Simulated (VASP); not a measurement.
Calculation: PBE GGA, VASP's PBE PAW potentials (set 64) (plane waves; VASP).

VASP ran on this input.

File POSCAR:
```
CeO2
1
    0.0000000000     2.6585870000     2.6585870000
    2.6585870000     0.0000000000     2.6585870000
    2.6585870000     2.6585870000     0.0000000000
Ce O
1 2
Direct
  0.0000000000   0.0000000000   0.0000000000
  0.2500000000   0.2500000000   0.2500000000
  0.7500000000   0.7500000000   0.7500000000
```

**KPOINTS**
```
Automatic mesh
0
Gamma
9 9 9
0 0 0
```

INCAR:
```
! general
SYSTEM   =  CeO2
PREC     =  Accurate
ENCUT    =  400   ! plane-wave cut-off (eV)
LREAL    =  .FALSE.   ! projection in real space or not
LASPH    =  .TRUE.   ! aspherical one-centre terms

! electronic loop
EDIFF    =  1E-6   ! SCF stop (eV)
NELM     =  100   ! most electronic steps
ALGO     =  Normal
LMAXMIX  =  6   ! l cut-off of mixed one-centre charges

! smearing
ISMEAR   =  -1   ! Fermi-Dirac
SIGMA    =  0.05   ! width (eV)

! functional
GGA      =  PE   ! PBE

! ions
ISIF     =  2

! output
LWAVE    =  .FALSE.
LCHARG   =  .FALSE.
```

POTCAR, in this order: Ce O (PBE.64 set). Program: vasp_std.

At this cut-off the stress carries a Pulay error, which pulls relaxed volumes low.

Task: What does the run give for the energy per atom (σ→0), pressure?

Result: 
```
Item                           Result
---------------------  --------------
energy per atom (σ→0)  -8703 meV/atom
pressure                    11.71 GPa
```

### OSZICAR
```
...
DAV:  14    -0.261101522315E+02   -0.13640E-03   -0.12156E-03  1728   0.213E-01    0.321E-01
DAV:  15    -0.261101308043E+02    0.21427E-04   -0.61839E-04  1680   0.253E-01    0.164E-01
DAV:  16    -0.261101341117E+02   -0.33074E-05   -0.45687E-04  1576   0.180E-01    0.815E-02
DAV:  17    -0.261101371017E+02   -0.29900E-05   -0.14335E-05  1872   0.268E-02    0.564E-02
DAV:  18    -0.261101298199E+02    0.72818E-05   -0.52183E-05  1648   0.549E-02    0.902E-03
DAV:  19    -0.261101283683E+02    0.14516E-05   -0.24704E-06   880   0.166E-02    0.325E-03
DAV:  20    -0.261101282096E+02    0.15864E-06   -0.40845E-07   608   0.770E-03
   1 F= -.26110128E+02 E0= -.26110128E+02  d E =-.261364E-09
```

The structure is a typed CeO2 crystal (Fm-3m). The cell was not relaxed at this level, and its volume differs by -5.9 % from the start's. The run is not spin-polarised, so no magnetic state was tried.
